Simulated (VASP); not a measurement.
Crystal: Y.

```
CELL_PARAMETERS angstrom
3.64740 0.00000 0.00000
-1.82370 3.15874 0.00000
0.00000 0.00000 5.73060
ATOMIC_POSITIONS crystal
Y 0.33333 0.66667 0.25000
Y 0.66667 0.33333 0.75000
```

- Program: VASP 6.6.1
- Task: relaxation of cell and atoms
- Functional: LDA
- Potentials or basis: VASP PAW LDA potentials, release 64 (Y_sv)
- Cutoff: 600 eV
- k mesh: 12 × 12 × 7
- Occupations: methfessel-paxton, width 0.1 eV
- Spin: no spin polarisation

At the start: pressure -3.9 GPa; volume 33.01 Å³/atom.

Task: How do energy, volume and symmetry change on relaxing?

Result: Over 8 steps the energy falls by 41.0 meV/atom and the volume is 29.82 Å³/atom (-9.7 %); space group P6_3/mmc (No. 194, to 0.05 Å).

Step by step:
| step | energy change (eV) | largest force (eV/Å) | pressure (GPa) | volume (Å³) |
| --- | --- | --- | --- | --- |
| 1 | 0.0000 | 0.0000 | -3.85 | 66.02 |
| 2 | -0.0800 | 0.0000 | 0.70 | 58.72 |
| 3 | -0.0820 | 0.0000 | 0.01 | 59.64 |
| 4 | -0.0820 | 0.0000 | -0.12 | 59.77 |
| 5 | -0.0821 | 0.0000 | -0.09 | 59.75 |
| 6 | -0.0821 | 0.0000 | -0.08 | 59.73 |
| 7 | -0.0821 | 0.0000 | 0.08 | 59.60 |
| 8 | -0.0821 | 0.0000 | -0.02 | 59.64 |

Final structure:
```cif
data_structure
_symmetry_space_group_name_H-M 'P 1'
_symmetry_Int_Tables_number 1
_cell_length_a 3.5294
_cell_length_b 3.5294
_cell_length_c 5.5283
_cell_angle_alpha 90.000
_cell_angle_beta 90.000
_cell_angle_gamma 120.000
_cell_volume 59.64
loop_
_atom_site_label
_atom_site_type_symbol
_atom_site_fract_x
_atom_site_fract_y
_atom_site_fract_z
_atom_site_occupancy
Y1 Y 0.33333 0.66667 0.25000 1
Y2 Y 0.66667 0.33333 0.75000 1
```
